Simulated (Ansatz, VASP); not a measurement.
# One calculation of Al7Si, two programs

```xyz
8
Lattice="0.0000 4.0397 4.0397 4.0397 0.0000 4.0397 4.0397 4.0397 0.0000" Properties=species:S:1:pos:R:3 pbc="T T T"
Al    2.0199    2.0199    0.0000
Al    2.0199    0.0000    2.0199
Al    4.0397    2.0199    2.0199
Al    0.0000    2.0199    2.0199
Al    2.0199    4.0397    2.0199
Al    2.0199    2.0199    4.0397
Al    4.0397    4.0397    4.0397
Si    0.0000    0.0000    0.0000
```

Alike in both runs: task relaxation of cell and atoms; functional PBE; k mesh 8 × 8 × 8; occupations gaussian, width 0.1 eV; no spin polarisation.

|  | VASP | Ansatz |
| --- | --- | --- |
| version | VASP 6.6.1 | Ansatz 0.2.0 |
| potentials or method | VASP PAW PBE potentials, release 64 (Al, Si) | scalar-relativistic, plane waves, PAW |
| plane-wave cutoff (eV) | 600 | 420 |
| valence electrons in the cell | 25 | 25 |

```csv
,VASP,Ansatz,Ansatz less VASP
"gap on the k mesh at the Fermi level, each at its own relaxed structure (eV)",none,none,-
relaxed volume (Å³/atom),16.21,16.22,+0.012
relaxed cell length with the largest relative difference (Å),5.682,5.683,+0.0014
energy change over the relaxation (meV/atom),-1,-1,+0.1
```

A gap of «none» marks a metal or a gap that the smearing closes.
